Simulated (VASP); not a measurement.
# BaSO4 (F-43m) in VASP: single point with LDA

Aim: the single point of BaSO4 with LDA.

All numbers are computed with VASP 6.6.1; they aren't measurements. Logs are shortened: lines on timing, memory, paths and dates and some standing lists are left out, and cuts for length are marked.

## 1. The crystal as given

It takes space group F-43m (No. 216, cubic). The conventional cell has a = 7.398 Å, b = 7.398 Å, c = 7.398 Å, α = 90.00°, β = 90.00°, γ = 90.00°. Ba (site symmetry -43m) is surrounded by 12 O at 3.09 Å. S (site symmetry -43m) is surrounded by 4 O at 1.49 Å. Around O (site symmetry 3m) lie 1 S at 1.49 Å.

The cell comes from a database or a generator and needn't be the stable form of this composition.

## 2. Single point, LDA

File INCAR:

```
SYSTEM = BaSO4
PREC = Accurate ; ENCUT = 520
EDIFF = 1E-6 ; ISMEAR = 0
SIGMA = 0.01 ; LREAL = .FALSE.
LASPH = .TRUE. ; NELM = 100
ALGO = Normal ; ISIF = 2
LWAVE = .FALSE. ; LCHARG = .FALSE.
GGA = CA ; NBANDS = 29
```

File KPOINTS:

```
Automatic mesh
0
G
  4 4 4
  0 0 0
```

File POSCAR:

```
BaSO4
1.0
    0.0000000000      3.6987800000      3.6987800000
    3.6987800000      0.0000000000      3.6987800000
    3.6987800000      3.6987800000      0.0000000000
Ba S O
1 1 4
Direct
    0.5000000000      0.5000000000      0.5000000000
    0.0000000000      0.0000000000      0.0000000000
    0.1163900000      0.1163900000      0.1163900000
    0.6508400000      0.1163900000      0.1163900000
    0.1163900000      0.6508400000      0.1163900000
    0.1163900000      0.1163900000      0.6508400000
```

Potentials or basis: VASP PAW LDA potentials, release 64 (Ba_sv, S, O).

Run with:

```bash
$ cat potpaw_LDA.64/Ba_sv/POTCAR potpaw_LDA.64/S/POTCAR potpaw_LDA.64/O/POTCAR > POTCAR
$ mpirun -np 1 vasp_std > vasp.out
```

OUTCAR:

```text
SYSTEM = BaSO4
   PREC = Accurate
   ENCUT = 520
   EDIFF = 1E-6
   ISMEAR = 0
   LREAL = .FALSE.
   LASPH = .TRUE.
   NELM = 100
   ISIF = 2
   GGA = CA

 ion  position               nearest neighbor table
   1  0.500  0.500  0.500-   4 3.09   5 3.09   6 3.09   3 3.09   3 3.09   3 3.09   5 3.09   6 3.09
                             6 3.09   4 3.09   4 3.09   5 3.09   2 3.70   2 3.70   2 3.70   2 3.70
   2  0.000  0.000  0.000-   4 1.49   5 1.49   6 1.49   3 1.49   1 3.70   1 3.70   1 3.70   1 3.70
                             1 3.70   1 3.70
   3  0.116  0.116  0.116-   2 1.49   1 3.09   1 3.09   1 3.09
   4  0.651  0.116  0.116-   2 1.49   1 3.09   1 3.09   1 3.09
   5  0.116  0.651  0.116-   2 1.49   1 3.09   1 3.09   1 3.09
   6  0.116  0.116  0.651-   2 1.49   1 3.09   1 3.09   1 3.09

  LATTYP: Found a face centered cubic cell.
 ALAT       =     7.3975600000

  Lattice vectors:

 A1 = (   0.0000000000,   3.6987800000,   3.6987800000)
 A2 = (   3.6987800000,   0.0000000000,   3.6987800000)
 A3 = (   3.6987800000,   3.6987800000,   0.0000000000)

Analysis of symmetry for initial positions (statically):
=====================================================================
 Subroutine PRICEL returns:
 Original cell was already a primitive cell.

 Routine SETGRP: Setting up the symmetry group for a
 face centered cubic supercell.

 Subroutine GETGRP returns: Found  6 space group operations
 (whereof  6 operations were pure point group operations)
 out of a pool of 48 trial point group operations.

The static configuration has the point symmetry C_3v.

Analysis of symmetry for dynamics (positions and initial velocities):
=====================================================================
 Subroutine PRICEL returns:
 Original cell was already a primitive cell.

 Routine SETGRP: Setting up the symmetry group for a
 face centered cubic supercell.

 Subroutine GETGRP returns: Found  6 space group operations
 (whereof  6 operations were pure point group operations)
 out of a pool of 48 trial point group operations.

The dynamic configuration has the point symmetry C_3v.

 Subroutine INISYM returns: Found  6 space group operations
 (whereof  6 operations are pure point group operations),
 and found     1 'primitive' translations

----------------------------------------------------------------------------------------

                                     Primitive cell

  volume of cell :     101.2058

  direct lattice vectors                    reciprocal lattice vectors
     0.000000000  3.698780000  3.698780000    -0.135179708  0.135179708  0.135179708
     3.698780000  0.000000000  3.698780000     0.135179708 -0.135179708  0.135179708
     3.698780000  3.698780000  0.000000000     0.135179708  0.135179708 -0.135179708

  length of vectors
     5.230864840  5.230864840  5.230864840     0.234138122  0.234138122  0.234138122

  position of ions in fractional coordinates (direct lattice)
     0.500000000  0.500000000  0.500000000
     0.000000000  0.000000000  0.000000000
     0.116390000  0.116390000  0.116390000
     0.650840000  0.116390000  0.116390000
     0.116390000  0.650840000  0.116390000
     0.116390000  0.116390000  0.650840000

  ion indices of the primitive-cell ions
   primitive index   ion index
                 1           1
                 2           2
                 3           3
                 4           4
                 5           5
                 6           6

----------------------------------------------------------------------------------------

 KPOINTS: Automatic mesh

Automatic generation of k-mesh.
 Grid dimensions read from file:
 generate k-points for:    4    4    4

 Generating k-lattice:

  Cartesian coordinates                     Fractional coordinates (reciprocal lattice)
    -0.033794927  0.033794927  0.033794927     0.250000000  0.000000000  0.000000000
     0.033794927 -0.033794927  0.033794927     0.000000000  0.250000000  0.000000000
     0.033794927  0.033794927 -0.033794927     0.000000000  0.000000000  0.250000000

  Length of vectors
     0.058534531  0.058534531  0.058534531

  Shift w.r.t. Gamma in fractional coordinates (k-lattice)
     0.000000000  0.000000000  0.000000000

 Subroutine IBZKPT returns following result:
 ===========================================

 Found     13 irreducible k-points:

 Following reciprocal coordinates:
            Coordinates               Weight
  0.000000  0.000000  0.000000      1.000000
  0.250000  0.000000  0.000000      6.000000
  0.250000  0.250000  0.250000      2.000000
  0.500000  0.000000  0.000000      3.000000
  0.500000  0.500000  0.500000      1.000000
  0.250000  0.250000  0.000000      6.000000
  0.500000  0.250000  0.000000     12.000000
  0.250000  0.250000 -0.250000      6.000000
  0.500000  0.250000  0.500000      6.000000
 -0.250000  0.250000  0.000000      6.000000
  0.250000  0.250000  0.500000      6.000000
  0.500000  0.500000  0.000000      3.000000
 -0.250000  0.500000  0.250000      6.000000
   k-points           NKPTS =     13   k-points in BZ     NKDIM =     13   number of bands    NBANDS=     29
   number of dos      NEDOS =    301   number of ions     NIONS =      6
   total plane-waves  NPLWV =  64000
   dimension x,y,z NGX =    40 NGY =   40 NGZ =   40
   dimension x,y,z NGXF=    80 NGYF=   80 NGZF=   80
   ions per type =               1   1   4
   NGX,Y,Z   is equivalent  to a cutoff of  12.71, 12.71, 12.71 a.u.
   NGXF,Y,Z  is equivalent  to a cutoff of  25.43, 25.43, 25.43 a.u.
 SYSTEM =  BaSO4
   PREC   = accura    normal or accurate (medium, high low for compatibility)
   ISTART =      0    job   : 0-new  1-cont  2-samecut
   ICHARG =      2    charge: 1-file 2-atom 10-const
   ISPIN  =      1    spin polarized calculation?
   LNONCOLLINEAR =      F non collinear calculations
   LSORBIT =      F    spin-orbit coupling
   LASPH  =      T    aspherical Exc in radial PAW
   ENCUT  =  520.0 eV  38.22 Ry    6.18 a.u.   9.73  9.73  9.73*2*pi/ulx,y,z
   NELM   =    100;   NELMIN=  2; NELMDL= -5     # of ELM steps
   EDIFF  = 0.1E-05   stopping-criterion for ELM
   LREAL  =      F    real-space projection
   EDIFFG = 0.1E-04   stopping-criterion for IOM
   NSW    =      0    number of steps for IOM
   IBRION =     -1    ionic relax: 0-MD 1-quasi-New 2-CG
   NFREE  =      0    steps in history (QN), initial steepest desc. (CG)
   ISIF   =      2    stress and relaxation
   ISYM   =      2    0-nonsym 1-usesym 2-fastsym
   POTIM  = 0.5000    time-step for ionic-motion
   TEBEG  =    0.0;   TEEND  =   0.0 temperature during run
   PSTRESS=    0.0 pullay stress
   NELECT =      40.0000    total number of electrons
   NUPDOWN=      -1.0000    fix difference up-down
   EMIN   =  10.00;   EMAX   =-10.00  energy-range for DOS
   EFERMI =   0.00;   METHOD = LEGACY
   ISMEAR =     0;   SIGMA  =   0.01  broadening in eV -4-tet -1-fermi 0-gaus
   EFERMI_NEDOS =   21; number of points for ismear=-14 and -15
   IALGO  =     38    algorithm
   IMIX   =      4    mixing-type and parameters
     AMIX     =   0.40;   BMIX     =  1.00
     AMIX_MAG =   1.60;   BMIX_MAG =  1.00
  volume/ion in A,a.u.               =      16.87       113.83
  Fermi-wavevector in a.u.,A,eV,Ry     =   1.201415  2.270345 19.638617  1.443398
  Thomas-Fermi vector in A             =   2.337224
   LORBIT       =      0    0 simple, 1 ext, 2 COOP (PROOUT), +10 PAW based schemes
   GGA     = CA    functional components
   LHFCALC =     F    Hartree Fock is set to
   AEXX    =    0.0000 exact exchange contribution
   IVDW    =     0    specifies the selected vdW correction
   LEPSILON=     F    determine dielectric tensor
   LRPA    =     F    only Hartree local field effects (RPA)
 non-spin polarized calculation
 Gauss-broadening in eV      SIGMA  =   0.01
  energy-cutoff  :      520.00
  volume of cell :      101.21
 maximum number of plane-waves:      2764
 NGX is ok and might be reduce to    40
   NGX = 19   NGY = 19   NGZ = 19

 number of electron      40.0000003 magnetization

 Free energy of the ion-electron system (eV)
  ---------------------------------------------------
  ext. energy  EPLUGINS =         0.00000000
  ---------------------------------------------------
  free energy    TOTEN  =       -42.72844694 eV

  energy without entropy =      -42.72844694  energy(sigma->0) =      -42.72844694

 E-fermi :   0.5984     XC(G=0):  -9.3958

 val. band max:        0.5315180173   @ k =   0.5000   0.0000   0.0000
 cond. band min:       4.6914392542   @ k =   0.0000   0.0000   0.0000
 fundamental gap:      4.1599212369
 Fermi energy:         0.5983527310

 k-point     1 :       0.0000    0.0000    0.0000
  band No.  band energies     occupation
      1     -25.1668      2.00000
      2     -22.1436      2.00000
      3     -17.7164      2.00000
      4     -17.7164      2.00000
      5     -17.7159      2.00000
      6     -10.2813      2.00000
[... 21 lines left out ...]
     28       9.3860      0.00000
     29       9.3864      0.00000

 k-point     2 :       0.2500    0.0000    0.0000
  band No.  band energies     occupation
      1     -25.1551      2.00000
      2     -22.1433      2.00000
      3     -17.7820      2.00000
      4     -17.7200      2.00000
      5     -17.7195      2.00000
      6     -10.3565      2.00000
[... 21 lines left out ...]
     28       9.5136      0.00000
     29       9.7624      0.00000

 k-point     3 :       0.2500    0.2500    0.2500
  band No.  band energies     occupation
      1     -25.1551      2.00000
      2     -22.1433      2.00000
      3     -17.7815      2.00000
      4     -17.7200      2.00000
      5     -17.7200      2.00000
      6     -10.3565      2.00000
[... 21 lines left out ...]
     28       9.5113      0.00000
     29       9.7627      0.00000

 k-point     4 :       0.5000    0.0000    0.0000
  band No.  band energies     occupation
      1     -25.1434      2.00000
      2     -22.1430      2.00000
      3     -17.8469      2.00000
      4     -17.7237      2.00000
      5     -17.7232      2.00000
      6     -10.4144      2.00000
[... 21 lines left out ...]
     28      10.1773      0.00000
     29      10.1815      0.00000

 k-point     5 :       0.5000    0.5000    0.5000
  band No.  band energies     occupation
      1     -25.1434      2.00000
      2     -22.1430      2.00000
      3     -17.8464      2.00000
      4     -17.7237      2.00000
      5     -17.7237      2.00000
      6     -10.4144      2.00000
[... 21 lines left out ...]
     28      10.1775      0.00000
     29      10.1804      0.00000

 k-point     6 :       0.2500    0.2500    0.0000
  band No.  band energies     occupation
      1     -25.1524      2.00000
      2     -22.1372      2.00000
      3     -17.8034      2.00000
      4     -17.7293      2.00000
      5     -17.7290      2.00000
      6     -10.3543      2.00000
[... 21 lines left out ...]
     28       9.4724      0.00000
     29      10.0028      0.00000

 k-point     7 :       0.5000    0.2500    0.0000
  band No.  band energies     occupation
      1     -25.1419      2.00000
      2     -22.1305      2.00000
      3     -17.8850      2.00000
      4     -17.7327      2.00000
      5     -17.7318      2.00000
      6     -10.3583      2.00000
[... 21 lines left out ...]
     28       9.8194      0.00000
     29      10.2127      0.00000

 k-point     8 :       0.2500    0.2500   -0.2500
  band No.  band energies     occupation
      1     -25.1419      2.00000
      2     -22.1305      2.00000
      3     -17.8850      2.00000
      4     -17.7330      2.00000
      5     -17.7315      2.00000
      6     -10.3583      2.00000
[... 21 lines left out ...]
     28       9.8195      0.00000
     29      10.1973      0.00000

 k-point     9 :       0.5000    0.2500    0.5000
  band No.  band energies     occupation
      1     -25.1419      2.00000
      2     -22.1305      2.00000
      3     -17.8848      2.00000
      4     -17.7330      2.00000
      5     -17.7317      2.00000
      6     -10.3583      2.00000
[... 21 lines left out ...]
     28       9.8194      0.00000
     29      10.2033      0.00000

 k-point    10 :      -0.2500    0.2500    0.0000
  band No.  band energies     occupation
      1     -25.1446      2.00000
      2     -22.1367      2.00000
      3     -17.8565      2.00000
      4     -17.7298      2.00000
      5     -17.7233      2.00000
      6     -10.3894      2.00000
[... 21 lines left out ...]
     28       9.8972      0.00000
     29      10.0229      0.00000

 k-point    11 :       0.2500    0.2500    0.5000
  band No.  band energies     occupation
      1     -25.1446      2.00000
      2     -22.1367      2.00000
      3     -17.8563      2.00000
      4     -17.7296      2.00000
      5     -17.7237      2.00000
      6     -10.3894      2.00000
[... 21 lines left out ...]
     28       9.8974      0.00000
     29      10.0228      0.00000

 k-point    12 :       0.5000    0.5000    0.0000
  band No.  band energies     occupation
      1     -25.1403      2.00000
      2     -22.1182      2.00000
      3     -17.9206      2.00000
      4     -17.7426      2.00000
      5     -17.7423      2.00000
      6     -10.2817      2.00000
[... 21 lines left out ...]
     28      10.1380      0.00000
     29      10.1394      0.00000

 k-point    13 :      -0.2500    0.5000    0.2500
  band No.  band energies     occupation
      1     -25.1392      2.00000
      2     -22.1241      2.00000
      3     -17.9187      2.00000
      4     -17.7441      2.00000
      5     -17.7263      2.00000
      6     -10.3504      2.00000
[... 21 lines left out ...]
     28       9.9746      0.00000
     29      10.0496      0.00000

------------------------ aborting loop because EDIFF is reached ----------------------------------------

  FORCE on cell =-STRESS in cart. coord.  units (eV):
  Direction    XX          YY          ZZ          XY          YZ          ZX
  --------------------------------------------------------------------------------------
  -------------------------------------------------------------------------------------
  Total       -4.0026466     -4.0026466     -4.0026466     -0.0003892     -0.0003892     -0.0003892
  in kB      -63.3654219    -63.3654219    -63.3654219     -0.0061616     -0.0061616     -0.0061616
  external PRESSURE =     -63.3654219 kB  Pullay stress =       0.0000000 kB

 VOLUME and BASIS-vectors are now :
 -----------------------------------------------------------------------------
  energy-cutoff  :      520.00
  volume of cell :      101.21
      direct lattice vectors                 reciprocal lattice vectors
     0.000000000  3.698780000  3.698780000    -0.135179708  0.135179708  0.135179708
     3.698780000  0.000000000  3.698780000     0.135179708 -0.135179708  0.135179708
     3.698780000  3.698780000  0.000000000     0.135179708  0.135179708 -0.135179708

 POSITION                                       TOTAL-FORCE (eV/Angst)
 -----------------------------------------------------------------------------------
      3.69878      3.69878      3.69878        -0.000030     -0.000030     -0.000030
      0.00000      0.00000      0.00000         0.001195      0.001195      0.001195
      0.86100      0.86100      0.86100        -0.332748     -0.332748     -0.332748
      0.86100      2.83781      2.83781        -0.332126      0.331855      0.331855
      2.83781      0.86100      2.83781         0.331855     -0.332126      0.331855
      2.83781      2.83781      0.86100         0.331855      0.331855     -0.332126
 -----------------------------------------------------------------------------------
    total drift:                               -0.000024     -0.000024     -0.000024

  FREE ENERGIE OF THE ION-ELECTRON SYSTEM (eV)
  ---------------------------------------------------
  free  energy   TOTEN  =       -42.7284469419 eV

  energy  without entropy=      -42.7284469419  energy(sigma->0) =      -42.72844694
```

Run time: 33 s. Hardware: 1 thread of Intel Xeon Platinum 8259CL at 2.50GHz (Skylake/Cascade Lake), shared host; peak memory 0.21 GiB.

Results:

```yaml
Free_energy: -42.7284 eV
Pressure: -6.3 GPa
Largest_force: 0.576 eV/Å
Band_gap_on_the_k_mesh: 4.16 eV, indirect (least direct gap 4.17 eV)
```

Forces on the atoms (eV/Å):
```
Ba   0.000  0.000  0.000
S    0.001  0.001  0.001
O   -0.333 -0.333 -0.333
O   -0.332  0.332  0.332
O    0.332 -0.332  0.332
O    0.332  0.332 -0.332
```

Caveat: spin-orbit coupling is left out, which moves the levels of the heavy elements. A k mesh can miss the band edges.
